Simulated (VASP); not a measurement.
Given:

```
TiC
1.0
    3.04442     0.00000     0.00000
   -1.52221     2.63655     0.00000
    0.00000     0.00000     5.36153
Ti C
2 2
Direct
  0.00000   0.00000   0.00000
  0.00000   0.00000   0.50000
  0.33333   0.66667   0.25000
  0.66667   0.33333   0.75000
```

The numbers are results of r2SCAN meta-GGA, VASP's PBE PAW potentials (set 64) (plane waves; VASP), not measurements. Run with 520 eV cut-off, 10×10×5 Γ-centred mesh, first-order Methfessel-Paxton smearing of 0.10 eV, potentials Ti_sv C.

Task: What does the run give for the energy per atom (σ→0), band gap (on the k-mesh) with the smallest direct gap where there is one?

Result: 
```json
{
  "band gap (on the k-mesh)": "none (metal, semimetal or under 0.01 eV)",
  "energy per atom (σ→0)": "-11.986 eV/atom"
}
```

The absolute energy has meaning only against runs of the same code, potentials and settings.

The structure was generated: TiC was put into the NiAs type (P6_3/mmc), which need not be its known phase. It was relaxed first, which changed the volume by -44 %. The start is the result of an earlier pass.
